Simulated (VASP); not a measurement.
Consider the following.

```yaml
crystal:
  lattice:
    - [0.00000, 2.83436, 2.83436]
    - [2.83436, 0.00000, 2.83436]
    - [2.83436, 2.83436, 0.00000]
  atoms:
    - { symbol: Be, position: [0.00000, 0.00000, 0.00000] }
    - { symbol: Te, position: [0.25000, 0.25000, 0.25000] }
```

All values below come from PBE GGA, VASP's PBE PAW potentials (set 64) (plane waves; VASP). Run with 520 eV cut-off, Gaussian smearing of 0.050 eV, potentials Be Te.

Unless said otherwise, spin-orbit coupling is left out, though it shifts the bands of the heavy elements here.

Estimate the band gap (along the path) with the smallest direct gap where there is one.

- band gap (along the path): 2.02 eV
- smallest direct gap (along the path): 3.63 eV

Only differences to runs with the same potentials and settings are physical.

The compound is BeTe in the zinc blende structure. It was relaxed first.
